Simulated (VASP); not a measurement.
Computed with vdW-DF2, VASP's PBE PAW potentials (set 64) (plane waves; VASP).

A VASP calculation is set up with these files.

POSCAR:
```
Pt3Ti
1
    4.0630494875     0.0000000000    -0.0000000000
   -0.0000000000     4.0630494875    -0.0000000000
    0.0000000000     0.0000000000     4.0630494875
Ti Pt
1 3
Direct
  0.0000000000   0.0000000000   0.0000000000
  0.0000000000   0.5000000000   0.5000000000
  0.5000000000   0.0000000000   0.5000000000
  0.5000000000   0.5000000000   0.0000000000
```

File KPOINTS:
```
Automatic mesh
0
Gamma
7 7 7
0 0 0
```

### INCAR
```
# general
SYSTEM  =Pt3Ti
PREC    =Accurate
ENCUT   =520
LREAL   =F   # projection in real space or not
LASPH   =T

# electronic loop
EDIFF   =1E-6
NELM    =100   # most electronic steps
ALGO    =Normal
LMAXMIX =6

# smearing
ISMEAR  =1
SIGMA   =0.1   # width (eV)

# functional
GGA     =ML
LUSE_VDW=T
AGGAC   =0.0
ZAB_VDW =-1.8867

# ions
IBRION  =2   # conjugate gradients
NSW     =60   # most ionic steps
ISIF    =3
EDIFFG  =-0.02   # ionic stop

# output
LWAVE   =F
LCHARG  =F
```

POTCAR, in this order: Ti_sv Pt (PBE.64 set). Program: vasp_std.

Task: What will the output report for the number of irreducible k-points (NKPTS), largest plane-wave count, number of space-group operations, FFT grid (NGX, NGY, NGZ)?

Result: 
```json
{
 "number of irreducible k-points (NKPTS)": "20",
 "largest_plane_wave_count": "1839",
 "number_of_space_group_operations": "48",
 "FFT grid (NGX, NGY, NGZ)": "30 × 30 × 30"
}
```

The compound is Pt3Ti in the L1_2 structure. It was relaxed first, which changed the volume by +11 %. The start is the result of an earlier pass.
